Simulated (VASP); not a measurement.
Given:

```
Li
1.0
   -1.73588     1.73588     1.73588
    1.73588    -1.73588     1.73588
    1.73588     1.73588    -1.73588
Li
1
Direct
  0.00000   0.00000   0.00000
```

All values below come from RPBE GGA, VASP's PBE PAW potentials (set 64) (plane waves; VASP). Numerical set-up: 520 eV cut-off, 16×16×16 Γ-centred mesh, tetrahedra with Blöchl corrections, potentials Li_sv.

Q: Tabulate the total density of states (states/eV per cell) against energy (eV; zero at the valence-band maximum or, without a gap, the Fermi level).

A: 
(E (eV), DOS (states/eV)): (-9.98, 0.00); (-9.86, 0.00); (-9.62, 0.00); (-9.50, 0.00); (-9.26, 0.00); (-9.14, 0.00); (-8.90, 0.00); (-8.78, 0.00); (-8.66, 0.00); (-8.42, 0.00); (-8.30, 0.00); (-8.06, 0.00); (-7.94, 0.00); (-7.82, 0.00); (-7.58, 0.00); (-7.46, 0.00); (-7.22, 0.00); (-7.10, 0.00); (-6.86, 0.00); (-6.74, 0.00); (-6.62, 0.00); (-6.38, 0.00); (-6.26, 0.00); (-6.02, 0.00); (-5.90, 0.00); (-5.78, 0.00); (-5.54, 0.00); (-5.42, 0.00); (-5.18, 0.00); (-5.06, 0.00); (-4.82, 0.00); (-4.70, 0.00); (-4.58, 0.00); (-4.34, 0.00); (-4.22, 0.00); (-3.98, 0.00); (-3.86, 0.00); (-3.74, 0.00); (-3.50, 0.03); (-3.38, 0.08); (-3.14, 0.14); (-3.02, 0.16); (-2.78, 0.19); (-2.66, 0.20); (-2.54, 0.22); (-2.30, 0.24); (-2.18, 0.25); (-1.94, 0.27); (-1.82, 0.29); (-1.70, 0.30); (-1.46, 0.32); (-1.34, 0.33); (-1.10, 0.35); (-0.98, 0.36); (-0.74, 0.38); (-0.62, 0.39); (-0.50, 0.41); (-0.26, 0.44); (-0.14, 0.46); (0.10, 0.54); (0.22, 0.60); (0.34, 0.59); (0.58, 0.54); (0.70, 0.51); (0.94, 0.45); (1.06, 0.42); (1.30, 0.38); (1.42, 0.35); (1.54, 0.32); (1.78, 0.26); (1.90, 0.21); (2.14, 0.17); (2.26, 0.13); (2.38, 0.10); (2.62, 0.09); (2.74, 0.12); (2.98, 0.18); (3.10, 0.25); (3.34, 0.94); (3.46, 0.77)
Within 2 eV below the Fermi level the largest weight inside VASP's projection spheres is Li s, then Li p.

The compound is Li in the bcc structure. It was relaxed first.
